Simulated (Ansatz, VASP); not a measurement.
# Zr (Zirconium): VASP beside Ansatz

Wanted: the spread between two codes on one cell, functional and k mesh. Of the first pair: The structure shown is the end of the Ansatz relaxation below.

Main program and level: Ansatz 0.2.0; plane waves, with VASP 6.6.1 beside it; PBEsol.

## Step 1: Starting point

It takes space group P6_3/mmc (No. 194, hexagonal). Conventional cell: a = 3.172 Å, b = 3.172 Å, c = 5.105 Å, α = 90.00°, β = 90.00°, γ = 120.00°. Zr has 12 Zr at 3.14 to 3.17 Å nearest.

## Step 2: Ansatz: relaxation, PBEsol

Ansatz runs on its PAW soft_1 files.

This run makes the geometry at which the two programs are then compared.

Input file input.yaml:

```yaml
crystal:
  lattice:
    - [3.1502769098, 0.0, 0.0]
    - [-1.5751384549, 2.7282198329, 0.0]
    - [0.0, 0.0, 5.1747720515]
  atoms:
    - { symbol: Zr, position: [0.3333333333, 0.6666666667, 0.25] }
    - { symbol: Zr, position: [0.6666666667, 0.3333333333, 0.75] }
kpoints:
  mp_grid: { grid: [15, 15, 8] }
hamiltonian:
  xc: pbesol
  pseudopotentials: { kind: paw, azcp: { folder: soft_1 }, xc_functional: pbe }
scf:
  occupations: { method: methfessel_paxton, width: 0.2 }
output:
  forces: true
  stress: true
  eigenvalues: true
relax:
  adjacent_minimum: "off"
  f_tol: 0.001
  max_steps: 60
  cell: { stress_tol: 0.01, fix: [volume] }
```

Launch:

```
ansatz run input.yaml --threads 4 --pin off --max-ram 10240MiB --backend cpu --events-out ev --progress --plain --runs-dir out
```

Numbers of over 12 decimals in the logs are rounded to 6 here.

The program printed:

```text
Engine: ansatz 0.2.0, aarch64-unknown-linux-gnu
Pseudopotentials: kind: paw
Pseudopotential: Zr, paw, valence charge 12, recommended cutoff 420 eV (normal), soft_1/Zr.paw.azcp
Functional definition: PBEsol
  exchange = pbesol_x
  correlation = pbesol_c
Crystal: 2 atoms, lattice volume = 44.475 Å³
Basis set: ecut = 420 eV, 869 PW (Γ), exchange–correlation on 48×48×72 points (8 copies of the dense FFT grid, shifted against one another)
Bands: 16, of which v1, the nominal top of the filled ones, is band 12 counted from 1 (11 counted from 0)
Symmetry: 24 space group operations
Space group: P63/mmc (ITA 194), of the structure as read, at distance tolerance 3.5e-5 Å
k-points: 135 of 1800
Non-local potential: Zr, projectors of the file, l = 0: 3, l = 1: 2, l = 2: 2, l = 3: 1
PAW form: soft (Blöchl's): semilocal exchange-correlation on the pseudo side does not see the compensation charge
PAW frozen core: Zr, regenerated for the run's functional, and the local potential with it (the file was generated under x = pbe(κ = 0.804, μ = 0.219515), c = pbe(β = 0.066725))
PAW one-centre angular grid: Zr, 590 points (default); XC on 64 Gauss nodes
Initial density: superposition of atomic densities (chi_scale 0.1, normalization cell)
Initial wavefunctions: pseudopotential atomic-orbital guess
Functional: x = pbesol(κ = 0.804, μ = 0.123457), c = pbesol(β = 0.046)
SCF iter   1: F=—  HF=-8257.502899 eV  |F-HF|=—  |Δ(HF+E_count)|=         —  Δρ=3.01e-2  dr2=5.06e-1  ethr=3.10e-3  ⟨swp⟩=5.0  Hψ=9041  notcnv=0
preconditioner: auto → Kerker (q_TF=auto, 2.462 Å⁻¹)  [metal: Δε(μ)=0.022 eV  Ē_g=3.397 eV  σ=0.200 eV  W_gap=0.09  n_scr=10 (ndim 8)  ℏωp=15.7 eV  f_vac=0.000  D(μ)=1.95/eV (n_scr^D=22)]
SCF iter   2: F=—  HF=-8257.368722 eV  |F-HF|=—  |Δ(HF+E_count)|=   1.34e-1  S|Δr|=    0.00e0  Δρ=1.78e-2  dr2=1.70e-1  ethr=2.11e-3  ⟨swp⟩=2.0  Hψ=3586  notcnv=0
SCF iter   3: F=—  HF=-8257.311183 eV  |F-HF|=—  |Δ(HF+E_count)|=   5.75e-2  S|Δr|=    0.00e0  Δρ=2.17e-3  dr2=1.39e-3  ethr=7.07e-4  ⟨swp⟩=3.0  Hψ=4293  notcnv=0
SCF iter   4: F=—  HF=-8257.311151 eV  |F-HF|=—  |Δ(HF+E_count)|=   3.17e-5  S|Δr|=    0.00e0  Δρ=2.99e-4  dr2=2.66e-5  ethr=5.81e-6  ⟨swp⟩=2.0  Hψ=3755  notcnv=0
SCF iter   5: F=—  HF=-8257.311149 eV  |F-HF|=—  |Δ(HF+E_count)|=   2.23e-6  S|Δr|=    0.00e0  Δρ=3.47e-5  dr2=2.76e-7  ethr=1.11e-7  ⟨swp⟩=2.0  Hψ=3584  notcnv=0
SCF iter   6: F=-8257.311149 eV  HF=-8257.311149 eV  |F-HF|=1.18e-9  |Δ(HF+E_count)|=   6.94e-8  S|Δr|=    0.00e0  Δρ=6.77e-6  dr2=1.17e-8  ethr=4.17e-10  ⟨swp⟩=5.0  Hψ=9573  notcnv=0
SCF 1 converged in 6 iterations: F = -8257.311149 eV  dr2 = 1.17e-8
  greatest PAW one-centre occupation: 0.996 electrons in one spin orbital (limit 2), on the Zr atom at site 1 (counted from 0), in its partial waves of l = 0
relax step   1: F+E_penalty+E_count = -8257.31114876 eV  Δ(F+E_penalty+E_count) = +0.000e0 eV  max|allowed force component| = 5.089e-17 eV/Å  Δτ_max = 0.0000 Å  P = +0.821 GPa  Ω = 44.475 Å³  fix = [volume]  reactions: volume +0.821 GPa  (6 SCF iters, dr2 threshold 1.00e-7 eV, accepted)
[...]
relax step   2: F+E_penalty+E_count = -8257.31445743 eV  Δ(F+E_penalty+E_count) = -3.309e-3 eV  max|allowed force component| = 2.220e-16 eV/Å  Δτ_max = 0.0000 Å  P = +0.986 GPa  Ω = 44.475 Å³  energy of the carried Pulay correction = +3.806e-7 eV  fix = [volume]  reactions: volume +0.986 GPa  (4 SCF iters, dr2 threshold 2.00e-7 eV, accepted)
[...]
relax step   3: F+E_penalty+E_count = -8257.31448183 eV  Δ(F+E_penalty+E_count) = -2.440e-5 eV  max|allowed force component| = 1.434e-16 eV/Å  Δτ_max = 0.0000 Å  P = +1.002 GPa  Ω = 44.475 Å³  energy of the carried Pulay correction = +4.181e-7 eV  fix = [volume]  reactions: volume +1.002 GPa  (3 SCF iters, dr2 threshold 2.69e-8 eV, accepted)
[...]
relax step   4: F+E_penalty+E_count = -8257.31448177 eV  Δ(F+E_penalty+E_count) = +5.985e-8 eV  max|allowed force component| = 9.714e-17 eV/Å  Δτ_max = 0.0000 Å  P = +1.002 GPa  Ω = 44.475 Å³  fix = [volume]  reactions: volume +1.002 GPa  stress off target by 8.18e-3 GPa on what of the cell is left free  SCF on the basis re-selected at this cell (its energy is not comparable with the rows above)  (5 SCF iters)
basis re-selected at this cell: Δ(F+E_penalty+E_count) = +5.985e-8 eV, ΔP = -0.000 GPa vs the last step (what re-selecting the basis moved, of the pressure what is left beyond the Pulay correction that the steps carried, after the strain that the cell walked since its last selection, with what the two solves' SCF thresholds leave and, on support functions, any second-order correction that the steps lacked; it is no m [...]
SCF converged after 5 iterations
Stability not checked: this state was not tested for a lower state beside it, because cold or Methfessel-Paxton smearing, or corrected tetrahedra, fill the levels in a way that the test cannot read (fill_not_monotonic; see scf.lower_state_search)
Free energy (F): -8257.314482 eV
Harris-Foulkes:  -8257.314482 eV  (|F-HF|=3.64e-12)
Internal energy: -8257.316465 eV  (E = F + TS)
E sigma→0 (E₀):  -8257.314978 eV
Entropy (-TS):   0.001984 eV (0.992 meV/atom)
Fermi energy:    14.619648 eV
--- Per-component energies (eV) ---
  E_band       = -176.991519
  E_kinetic    = 633.224254
  E_local      = -1167.591919  (includes V_loc(G=0)·N_el)
  E_nonlocal   = 153.998623
  E_hartree    = 379.598908
  E_xc         = -307.409002
  E_vxc        = -364.925218  (∫ρ·V_xc dr)
  E_paw        = -5819.900481  (= ΣΔE_a)
  E_vpaw       = -190.895026  (= ΣTr[D̂ρ^β])
  E_aug_tail   = -0.000050  (compensation charges beyond the density's cutoff)
  E_ewald      = -2129.568240
  E_core_change = 0.331442  (= ΣΔE_core)
  E_smearing   = 0.001984  (= −TS)
  E_closure    = -0.000000  (closes the sum)
  Σ components = -8257.314482   (vs F -8257.314482, Δ=0.00e0)
--- Forces (eV/Å), atoms counted from 1 ---
  atom   1  Zr     0.00000000    -0.00000000    -0.00000000
  atom   2  Zr     0.00000000     0.00000000     0.00000000
  max |Σ_I F_I| component: 2.78e-17 eV/Å
--- Stress (GPa, compression-positive) ---
        0.997954       0.000000      -0.000000
        0.000000       0.997954      -0.000000
       -0.000000      -0.000000       1.010218
  P = ⅓ Tr σ = 1.0020 GPa (10.020 kbar)
--- Band table (eV; the first three rows and the last of 135) ---
  k-point 0: bands = [... 8 lower, 8.8565, 11.4327, 15.4808, 15.4808, 15.5339, 15.8825, 16.1958, 16.1958]
  k-point 1: bands = [... 8 lower, 8.9928, 11.4302, 15.4147, 15.4147, 15.4304, 15.6269, 16.0964, 16.0964]
  k-point 2: bands = [... 8 lower, 9.3818, 11.3713, 15.0798, 15.1584, 15.3180, 15.3180, 15.8601, 15.8601]
  k-point 134: bands = [... 8 lower, 13.0649, 13.0649, 13.2759, 13.2759, 14.6298, 14.6298, 16.6808, 16.6808]
--- Relaxed structure (3 steps of the walk, 3 accepted, 1 SCFs on fresh bases) ---
  F+E_penalty+E_count = -8257.31448177 eV   max|allowed force component| = 9.714e-17 eV/Å   (the final SCF, on the basis selected at the relaxed cell)
  cell:  # Å, volume = 44.4753 Å³
    - [3.171709, 0.0, 0.0]
    - [-1.585854, 2.746780, 0.0]
    - [0.0, 0.0, 5.105075]
  atoms:
    - { symbol: Zr, position: [0.333333, 0.666667, 0.25] }
    - { symbol: Zr, position: [0.666667, 0.333333, 0.750000] }
```

## Step 3: VASP: single point, PBEsol

The same cell, functional, mesh and smearing now go to VASP, with its own data sets.

Lines of VASP's logs that name or quote its potential files are left out, and so is its time.

Input file INCAR:

```
SYSTEM = Zr
PREC = Accurate
ENCUT = 500
EDIFF = 1E-06
NELM = 120
ISMEAR = 1
SIGMA = 0.2
LREAL = .FALSE.
ALGO = Normal
GGA = PS
NBANDS = 18
LASPH = .TRUE.
LORBIT = 11
LWAVE = .FALSE.
LCHARG = .FALSE.
ISIF = 2
GGA_COMPAT = .FALSE.
KPAR = 2
```

Input file POSCAR:

```
Zr
1.0
    3.1717085972      0.0000000000      0.0000000000
   -1.5858542986      2.7467802186      0.0000000000
    0.0000000000      0.0000000000      5.1050749807
Zr
2
Direct
    0.3333333334      0.6666666668      0.2500000000
    0.6666666668      0.3333333334      0.7500000000
```

Input file KPOINTS:

```
Automatic mesh
0
Gamma
15 15 8
0 0 0
```

Potentials, in the order of the species: Zr_sv (PBE family, release 64).

Launch:

```
mpirun -np 2 vasp_std
```

The program printed:

```text
[banner, memory and clock lines left out]
running    2 mpi-ranks, on    1 nodes
 distrk:  each k-point on    1 cores,    2 groups
 distr:  one band on    1 cores,    1 groups

 POSCAR found type information on POSCAR Zr
 POSCAR found :  1 types and       2 ions
|                                                                             |
|               ----> ADVICE to this user running VASP <----                  |
|                                                                             |
|     You enforced a specific xc type in the INCAR file but a different       |
|     [... a line on the potential file left out ...]
|     I HOPE YOU KNOW WHAT YOU ARE DOING!                                     |
|                                                                             |

 LDA part: xc-table for (Slater+PW92), standard interpolation
 POSCAR, INCAR and KPOINTS ok, starting setup
 FFT: planning ... GRIDC
 FFT: planning ... GRID_SOFT
 FFT: planning ... GRID
 WAVECAR not read
 entering main loop
       N       E                     dE             d eps       ncg     rms          rms(c)
DAV:   1     0.211589286974E+03    0.21159E+03   -0.13233E+04  4860   0.130E+03
DAV:   2    -0.367873288864E+01   -0.21527E+03   -0.21188E+03  5790   0.378E+02
DAV:   3    -0.185847749935E+02   -0.14906E+02   -0.14795E+02  8848   0.727E+01
DAV:   4    -0.189195407699E+02   -0.33477E+00   -0.33447E+00  5700   0.114E+01
DAV:   5    -0.189296932276E+02   -0.10152E-01   -0.10149E-01  7224   0.137E+00    0.164E+01
DAV:   6    -0.182837310633E+02    0.64596E+00   -0.96771E-01  5236   0.777E+00    0.663E+00
DAV:   7    -0.181549799103E+02    0.12875E+00   -0.64849E-01  7094   0.546E+00    0.115E+00
DAV:   8    -0.181593539479E+02   -0.43740E-02   -0.37573E-02  6324   0.158E+00    0.279E-01
DAV:   9    -0.181596296429E+02   -0.27570E-03   -0.15327E-03  6308   0.368E-01    0.291E-02
DAV:  10    -0.181596028490E+02    0.26794E-04   -0.45690E-05  6932   0.418E-02    0.243E-02
DAV:  11    -0.181596039457E+02   -0.10967E-05   -0.99418E-06  5370   0.369E-02    0.243E-03
DAV:  12    -0.181596039229E+02    0.22805E-07   -0.30500E-07  2994   0.410E-03
   1 F= -.18159604E+02 E0= -.18160263E+02  d E =0.197855E-02
```

Parts of OUTCAR (step 3):

```text
ion  position               nearest neighbor table
   1  0.333  0.667  0.250-   2 3.14   2 3.14   2 3.14   2 3.14   2 3.14   2 3.14
   2  0.667  0.333  0.750-   1 3.14   1 3.14   1 3.14   1 3.14   1 3.14   1 3.14

  LATTYP: Found a hexagonal cell.
 ALAT       =     3.1717085972
 C/A-ratio  =     1.6095662083

 Subroutine GETGRP returns: Found 24 space group operations
 (whereof 12 operations were pure point group operations)

The static configuration has the point symmetry D_3d.
 The point group associated with its full space group is D_6h.

 Found    135 irreducible k-points:

   k-points           NKPTS =    135   k-points in BZ     NKDIM =    135   number of bands    NBANDS=     18

   dimension x,y,z NGX =    24 NGY =   24 NGZ =   40
   dimension x,y,z NGXF=    48 NGYF=   48 NGZF=   80

   ENCUT  =  500.0 eV  36.75 Ry    6.06 a.u.   5.78  5.78  9.31*2*pi/ulx,y,z

   NELECT =      24.0000    total number of electrons

 k-points in reciprocal lattice and weights: Automatic mesh
   0.00000000  0.00000000  0.00000000       0.001
   0.06666667  0.00000000  0.00000000       0.003
   0.13333333  0.00000000  0.00000000       0.003
   0.20000000  0.00000000  0.00000000       0.003
   0.26666667  0.00000000  0.00000000       0.003
   0.33333333  0.00000000  0.00000000       0.003
   0.40000000 -0.00000000  0.00000000       0.003
   0.46666667 -0.00000000  0.00000000       0.003
   0.06666667  0.06666667  0.00000000       0.003
[...]
0.33333333  0.26666667  0.50000000       0.007
   0.33333333  0.33333333  0.50000000       0.001

 average (electrostatic) potential at core
       1 -73.7910       2 -73.7910

 E-fermi :   9.4022

 k-point     1 :       0.0000    0.0000    0.0000
  band No.  band energies     occupation
    ...
      6     -16.7398      2.00000
      7     -16.7235      2.00000
      8     -16.7235      2.00000
      9       3.6322      2.00000
     10       6.2121      2.00000
     11      10.2649     -0.00000
     12      10.2649     -0.00000
     13      10.3175     -0.00000
     14      10.6638     -0.00000
     15      10.9800     -0.00000
    ...

 k-point     2 :       0.0667    0.0000    0.0000
  band No.  band energies     occupation
    ...
      6     -16.7618      2.00000
      7     -16.7461      2.00000
      8     -16.7284      2.00000
      9       3.7655      2.00000
     10       6.3363      2.00000
     11       9.8892     -0.00308
     12      10.3842     -0.00000
     13      10.3889     -0.00000
     14      10.6178     -0.00000
     15      10.8619     -0.00000
    ...

 k-point     3 :       0.1333    0.0000    0.0000
  band No.  band energies     occupation
    ...
      7     -16.7654      2.00000
      8     -16.7429      2.00000
      9       4.1481      2.00000
     10       6.6740      2.00000
     11       9.4106      0.92886
     12       9.7197     -0.04730
     13      10.5246     -0.00000
     14      10.7556     -0.00000
     15      11.0080     -0.00000
     16      11.2338     -0.00000
    ...

  Total        0.2889785      0.2889785      0.2910498      0.0000000      0.0000000      0.0000000
  in kB       10.4101454     10.4101454     10.4847624      0.0000000      0.0000000      0.0000000
  external PRESSURE =      10.4350177 kB  Pullay stress =       0.0000000 kB

  energy-cutoff  :      500.00
  volume of cell :       44.48
      direct lattice vectors                 reciprocal lattice vectors
     3.171708597  0.000000000  0.000000000     0.315287477  0.182031309  0.000000000
    -1.585854299  2.746780219  0.000000000     0.000000000  0.364062619  0.000000000
     0.000000000  0.000000000  5.105074981     0.000000000  0.000000000  0.195883509

 POSITION                                       TOTAL-FORCE (eV/Angst)
 -----------------------------------------------------------------------------------
      0.00000      1.83119      1.27627         0.000000     -0.000000      0.000000
      1.58585      0.91559      3.82881        -0.000000      0.000000      0.000000
 -----------------------------------------------------------------------------------
    total drift:                               -0.000000     -0.000000      0.000000

  FREE ENERGIE OF THE ION-ELECTRON SYSTEM (eV)
  ---------------------------------------------------
  free  energy   TOTEN  =       -18.1596039229 eV

  energy  without entropy=      -18.1615824698  energy(sigma->0) =      -18.16026344

 total charge
# of ion       s       p       d       tot
------------------------------------------
    1        2.243   5.957   1.679   9.879
    2        2.243   5.957   1.679   9.879
--------------------------------------------------
tot          4.486  11.915   3.357  19.758

[... 3 further parts left out ...]
```

The run ends at a pressure of 1.04 GPa.

## Step 4: Side by side

Known differences besides the potentials themselves: the cutoff is 420 eV in Ansatz and 500 eV in VASP; Ansatz makes its cores anew for this functional, VASP keeps those of its PBE data sets; Ansatz's pressure holds a Pulay correction, VASP's none. Total energies have different zeros and are not compared.

Compared:

```csv
quantity,Ansatz,VASP,difference
pressure (GPa),1.00,1.04,-0.04
```

## Step 5: VASP: zone-centre phonons, PBEsol, pair 2

Second derivatives magnify differences that forces hide, and they need a tight electronic threshold. The cell compared in this pair holds 40.43 Å³, against 44.48 Å³ for the pair before.

Edit INCAR of step 3 so:

```diff
@@ -3,3 +3,3 @@
 ENCUT = 500
-EDIFF = 1E-06
+EDIFF = 1E-08
 NELM = 120
@@ -16,2 +16,3 @@
 ISIF = 2
+IBRION = 8
 GGA_COMPAT = .FALSE.
```

Input file POSCAR:

```
Zr
1.0
    3.0517655650      0.0000000000      0.0000000000
   -1.5258827825      2.6429065057      0.0000000000
    0.0000000000      0.0000000000      5.0129533389
Zr
2
Direct
    0.3333333334      0.6666666668      0.2500000000
    0.6666666668      0.3333333334      0.7500000000
```

KPOINTS is that of step 3.

Launch:

```
mpirun -np 2 vasp_std
```

The program printed:

```text
[banner, memory and clock lines left out]
running    2 mpi-ranks, on    1 nodes
[...]
[... a notice as in an earlier step ...]

 LDA part: xc-table for (Slater+PW92), standard interpolation
 POSCAR, INCAR and KPOINTS ok, starting setup
[...]
entering main loop
       N       E                     dE             d eps       ncg     rms          rms(c)
DAV:   1     0.215501205236E+03    0.21550E+03   -0.13284E+04  4860   0.131E+03
DAV:   2    -0.299303891557E+01   -0.21849E+03   -0.21503E+03  5780   0.383E+02
DAV:   3    -0.182914434214E+02   -0.15298E+02   -0.15171E+02  8770   0.748E+01
DAV:   4    -0.186172721770E+02   -0.32583E+00   -0.32550E+00  5636   0.116E+01
[...]
DAV:  13    -0.180014483429E+02    0.24694E-06   -0.55088E-08  5528   0.220E-03    0.618E-04
DAV:  14    -0.180014483077E+02    0.35178E-07   -0.40882E-09  2942   0.750E-04    0.845E-05
DAV:  15    -0.180014483052E+02    0.24693E-08   -0.45957E-10  2776   0.174E-04
   1 F= -.18001448E+02 E0= -.18002084E+02  d E =0.190815E-02
[...]
RMM:  25    -0.610991148741E+00   -0.12357E-07    0.37804E-07 45133   0.309E-04    0.392E-05
RMM:  26    -0.610991156544E+00   -0.78033E-08    0.35467E-07 39860   0.294E-04    0.416E-05
RMM:  27    -0.610991156464E+00    0.80262E-10    0.32752E-07 38766   0.281E-04    0.430E-05
 first order change of Fermi-energy   0.14074E-04
 force on displaced ion       1 direction 1 :  -0.335  -0.000   0.000
 Linear response progress:
  Degree of freedom:   2/  2
       N       E                     dE             d eps       ncg     rms          rms(c)
RMM:   1    -0.796850268107E+00   -0.79685E+00    0.30096E+00  7657   0.135E+01
RMM:   2    -0.748582456188E+00    0.48268E-01   -0.27527E-01 11172   0.279E+00    0.271E-01
RMM:   3    -0.752191341405E+00   -0.36089E-02   -0.45937E-02 13623   0.983E-01    0.975E-02
RMM:   4    -0.754758075152E+00   -0.25667E-02   -0.62037E-03 15228   0.367E-01    0.311E-02
[...]
RMM:  16    -0.754747562103E+00   -0.98528E-07    0.14297E-06 17409   0.763E-04    0.101E-04
RMM:  17    -0.754747725304E+00   -0.16320E-06    0.24575E-07 17093   0.627E-04    0.116E-04
RMM:  18    -0.754747776386E+00   -0.51082E-07   -0.15199E-07 16142   0.534E-04    0.102E-04
 first order change of Fermi-energy  -0.10158E-03
 force on displaced ion       1 direction 3 :   0.000  -0.000  -7.828
 Linear response finished
```

Parts of OUTCAR (step 5):

```text
  Total        3.0317576      3.0317576      3.0253753      0.0000000     -0.0000000     -0.0000000
  in kB      120.1374556    120.1374556    119.8845478      0.0000000     -0.0000000     -0.0000000
  external PRESSURE =     120.0531530 kB  Pullay stress =       0.0000000 kB

 POSITION                                       TOTAL-FORCE (eV/Angst)
 -----------------------------------------------------------------------------------
      0.00000      1.76194      1.25324        -0.000000      0.000000      0.000000
      1.52588      0.88097      3.75972         0.000000     -0.000000      0.000000
 -----------------------------------------------------------------------------------
    total drift:                               -0.000000     -0.000000      0.000000

[... 1 part as in an earlier step ...]

[... 1 further part left out ...]
```

(Continued in part 2 of 2.)

[Lines on the potential files, build, host, timing and source positions are cut from VASP's logs without a mark.]

[Logs are printed without paths, hosts, clocks, repeated set-up lines and the standing remarks that a program may print on its own settings, such as how far it seeks lower states.]

[Hosts, paths, dates, database ids (printed as entryN), source tags and the programs' standing remarks are cut or masked in the printed files.]
